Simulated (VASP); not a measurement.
An input for Quantum ESPRESSO's pw.x (written as the equivalent of a VASP run, and not itself run):

```
&CONTROL
  calculation = 'scf'
  pseudo_dir = './pseudo'
  outdir = './out'
  tprnfor = .true.
  tstress = .true.
/
&SYSTEM
  ibrav = 0
  nat = 2
  ntyp = 2
  ecutwfc = 98
  occupations = 'smearing'
  smearing = 'methfessel-paxton'
  degauss = 0.00735
  input_dft = 'rpbe'
/
&ELECTRONS
  conv_thr = 7.3e-09
  electron_maxstep = 100
/
ATOMIC_SPECIES
  Al 26.982 Al.upf
  Ni 58.693 Ni.upf
CELL_PARAMETERS angstrom
     2.9460345    0.0000000    0.0000000
     0.0000000    2.9460345    0.0000000
     0.0000000    0.0000000    2.9460345
ATOMIC_POSITIONS crystal
  Al   0.5000000  0.5000000  0.5000000
  Ni   0.0000000  0.0000000  0.0000000
K_POINTS automatic
  12 12 12 0 0 0
```

Question: Translate this input to VASP (INCAR, KPOINTS, POSCAR, choice of POTCAR).

Answer: One answer among several that fit: 
**KPOINTS**
```
Regular mesh
0
gamma
12 12 12
0 0 0
```

**INCAR**
```
SYSTEM = NiAl
PREC = Accurate
ENCUT = 520
EDIFF = 1E-7
NELM = 100
ALGO = Normal
LREAL = .FALSE.
LASPH = .TRUE.
ISMEAR = 1
SIGMA = 0.1
GGA = RP
LMAXMIX = 4
LWAVE = .FALSE.
LCHARG = .FALSE.
ISIF = 2
```

POSCAR:
```
NiAl
2.9460350
  0.9999998362   0.0000000000   0.0000000000
  0.0000000000   0.9999998362   0.0000000000
  0.0000000000   0.0000000000   0.9999998362
Al Ni
1 1
Direct
  0.5000000000   0.5000000000   0.5000000000
  0.0000000000   0.0000000000   0.0000000000
```

POTCAR, in this order: Al Ni (PBE.64 set). Program: vasp_std.

The two are equivalent in intent, not identical: the potentials are each code's own (VASP's PAW set, PseudoDojo norm-conserving files in pw.x), so ENCUT and ecutwfc are chosen apart and not converted; conv_thr bounds pw.x's estimated SCF error, while EDIFF bounds the energy change between steps.

The compound is NiAl in the CsCl type structure. This cell is one point of a volume scan, at 1.03 of the reference volume.
